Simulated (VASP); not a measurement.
All values below come from PBEsol GGA, VASP's PBE PAW potentials (set 64) (plane waves; VASP).

Input for VASP

File POSCAR:
```
GaSb
1.0
  0.0000000000   3.0544226436   3.0544226436
  3.0544226436   0.0000000000   3.0544226436
  3.0544226436   3.0544226436   0.0000000000
Ga Sb
1 1
direct
  0.0000000000   0.0000000000   0.0000000000
  0.2500000000   0.2500000000   0.2500000000
```

**INCAR**
```
SYSTEM = GaSb
PREC = Accurate; ENCUT = 400; LREAL = .False.
LASPH = .True.
EDIFF = 1E-6; NELM = 100; ALGO = Normal
LMAXMIX = 4
ISMEAR = 1; SIGMA = 0.1
GGA = PS
IBRION = 2; NSW = 60; ISIF = 3
EDIFFG = -0.01
LWAVE = .False.; LCHARG = .False.
```

**KPOINTS**
```
Automatic mesh
0
Gamma
9 9 9
0 0 0
```

POTCAR, in this order: Ga_d Sb (PBE.64 set). Program: vasp_std.

What VASP printed:

OSZICAR:
```
       N       E                     dE             d eps       ncg     rms          rms(c)
DAV:   1     0.691192949508E+02    0.69119E+02   -0.78586E+03   926   0.144E+03
DAV:   2    -0.330830047649E+01   -0.72428E+02   -0.69804E+02   995   0.270E+02
DAV:   3    -0.816556020646E+01   -0.48573E+01   -0.48381E+01  1180   0.670E+01
DAV:   4    -0.824857524829E+01   -0.83015E-01   -0.82994E-01   978   0.977E+00
DAV:   5    -0.825109842797E+01   -0.25232E-02   -0.25231E-02  1203   0.151E+00    0.316E+00
DAV:   6    -0.817661075259E+01    0.74488E-01   -0.98302E-02  1183   0.605E+00    0.186E+00
DAV:   7    -0.815001946409E+01    0.26591E-01   -0.51469E-02  1083   0.229E+00    0.369E-01
DAV:   8    -0.815002890852E+01   -0.94444E-05   -0.52747E-03  1191   0.106E+00    0.950E-02
DAV:   9    -0.815030080494E+01   -0.27190E-03   -0.47446E-04   991   0.193E-01    0.334E-02
DAV:  10    -0.815030242035E+01   -0.16154E-05   -0.22597E-05  1146   0.422E-02    0.794E-03
DAV:  11    -0.815031267210E+01   -0.10252E-04   -0.12331E-05   985   0.274E-02    0.353E-03
DAV:  12    -0.815031296757E+01   -0.29547E-06   -0.54134E-07   750   0.764E-03
   1 F= -.81503130E+01 E0= -.81502826E+01  d E =-.815031E+01
```

**OUTCAR**
```
------------------------ aborting loop because EDIFF is reached ----------------------------------------
  FORCE on cell =-STRESS in cart. coord.  units (eV):
  Direction    XX          YY          ZZ          XY          YZ          ZX
  --------------------------------------------------------------------------------------
  Total       -0.0041865     -0.0041865     -0.0041865     -0.0000000      0.0000000      0.0000000
  in kB       -0.1176904     -0.1176904     -0.1176904     -0.0000000      0.0000000      0.0000000
  external PRESSURE =      -0.1176904 kB  Pullay stress =       0.0000000 kB
  volume of cell :       56.99
      direct lattice vectors                 reciprocal lattice vectors
     0.000000000  3.054422644  3.054422644    -0.163697058  0.163697058  0.163697058
     3.054422644  0.000000000  3.054422644     0.163697058 -0.163697058  0.163697058
     3.054422644  3.054422644  0.000000000     0.163697058  0.163697058 -0.163697058
  FREE ENERGIE OF THE ION-ELECTRON SYSTEM (eV)
  ---------------------------------------------------
  free  energy   TOTEN  =        -8.1503129676 eV

  energy  without entropy=       -8.1502217215  energy(sigma->0) =       -8.15028255

 reached required accuracy - stopping structural energy minimisation
```
(Selected blocks of OUTCAR.)

The compound is GaSb in the zinc blende structure. It was relaxed first. The start is the result of an earlier pass.
